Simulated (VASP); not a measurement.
Data:

```
CaO
1.0
    0.00000     2.38415     2.38415
    2.38415     0.00000     2.38415
    2.38415     2.38415     0.00000
Ca O
1 1
Direct
  0.00000   0.00000   0.00000
  0.50000   0.50000   0.50000
```

The numbers are results of PBE GGA, VASP's PBE PAW potentials (set 64) (plane waves; VASP 6.6.1), not measurements. Numerical set-up: 620 eV cut-off, 10×10×10 Γ-centred mesh, Gaussian smearing of 0.050 eV, potentials Ca_sv O.

Task: What does the run give for the energy per atom (σ→0), pressure, band gap (on the k-mesh) with the smallest direct gap where there is one?

Result: 
```
Quantity                                     Result
-----------------------------------  --------------
band gap (on the k-mesh)                    3.63 eV
smallest direct gap (on the k-mesh)         4.00 eV
energy per atom (σ→0)                -6.394 eV/atom
pressure                                   4.99 GPa
```

The compound is CaO in the rock salt structure. It was relaxed first under an external pressure of 5 GPa.
